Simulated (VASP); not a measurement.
Crystal: GaN.

```
Ga N
1.0
     3.21773    0.00000    0.00000
    -1.60886    2.78663    0.00000
     0.00000    0.00000    5.24405
Ga N
2 2
Direct
  0.33333 0.66667 0.99919
  0.66667 0.33333 0.49919
  0.33333 0.66667 0.37581
  0.66667 0.33333 0.87581
```

Base run:

| Item | Value |
| --- | --- |
| Program | VASP 6.6.1 |
| Functional | PBE |
| Potentials or basis | VASP PAW PBE potentials, release 64 (Ga_d, N) |
| Cutoff | 520 eV |
| k mesh | 6 × 6 × 3 |
| Occupations | gaussian, width 0.03 eV |
| Spin | no spin polarisation |

Its results: band gap on the k mesh 1.71 eV, direct; pressure 0.1 GPa.

The run is repeated on the same cell with these changes: functional from PBE to PBE0. What comes out?

Band gap on the k mesh 3.65 eV, direct; pressure -6.3 GPa.

PBE0 gives the wider gap, since exact exchange removes part of the self-interaction.

Caveats: the PAW data sets were made with another functional, which shifts forces and pressure a little (some runs).
